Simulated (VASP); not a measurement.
An input for Ansatz (written as the equivalent of a VASP run, and not itself run):

Ansatz 0.2 input:
```yaml
crystal:
  lattice:
    - [0.0000000, 2.8350000, 2.8350000]
    - [2.8350000, 0.0000000, 2.8350000]
    - [2.8350000, 2.8350000, 0.0000000]
  atoms:
    - { symbol: Zn, position: [0.0000000, 0.0000000, 0.0000000] }
    - { symbol: Se, position: [0.2500000, 0.2500000, 0.2500000] }
kpoints:
  mp_grid: { grid: [7, 7, 7] }
hamiltonian:
  xc: rpbe
  pseudopotentials: { kind: paw }
scf:
  occupations: { method: gaussian, width: 0.05 }
  max_iter: 100
relax:
  max_steps: 60
  f_tol: 0.01
  cell: {}
output: { forces: true, stress: true, eigenvalues: true }
```

Q: Write the VASP files for the same calculation (RPBE).

A: This is not unique; one that fits is 
**POSCAR**
```
ZnSe
1
    0.0000000000     2.8350000000     2.8350000000
    2.8350000000     0.0000000000     2.8350000000
    2.8350000000     2.8350000000     0.0000000000
Zn Se
1 1
Direct
  0.0000000000   0.0000000000   0.0000000000
  0.2500000000   0.2500000000   0.2500000000
```

File KPOINTS:
```
Regular mesh
0
gamma
7 7 7
```

### INCAR
```
! general
SYSTEM   =  ZnSe
PREC     =  Accurate
ENCUT    =  520   ! plane-wave cut-off (eV)
LREAL    =  .FALSE.   ! projection in real space or not
LASPH    =  .TRUE.   ! aspherical one-centre terms

! electronic loop
EDIFF    =  1E-6   ! SCF stop (eV)
NELM     =  100   ! most electronic steps
ALGO     =  Normal   ! blocked Davidson
LMAXMIX  =  4   ! l cut-off of mixed one-centre charges

! smearing
ISMEAR   =  0
SIGMA    =  0.05

! functional
GGA      =  RP

! ions
IBRION   =  2   ! conjugate gradients
NSW      =  60
ISIF     =  3
EDIFFG   =  -0.01   ! ionic stop

! output
LWAVE    =  .FALSE.
LCHARG   =  .FALSE.
```

POTCAR, in this order: Zn Se (PBE.64 set). Program: vasp_std.

Limits of the translation: each code has its own PAW files, so the cut-off isn't converted (ENCUT is set for VASP's; basis.ecutwfc is left out, and Ansatz then takes the one that its files recommend); Ansatz stops its SCF on the density residual and VASP on the energy change (EDIFF).

The compound is ZnSe in the zinc blende structure. This run relaxes it. Symmetry was kept, so distortions that lower it aren't found.
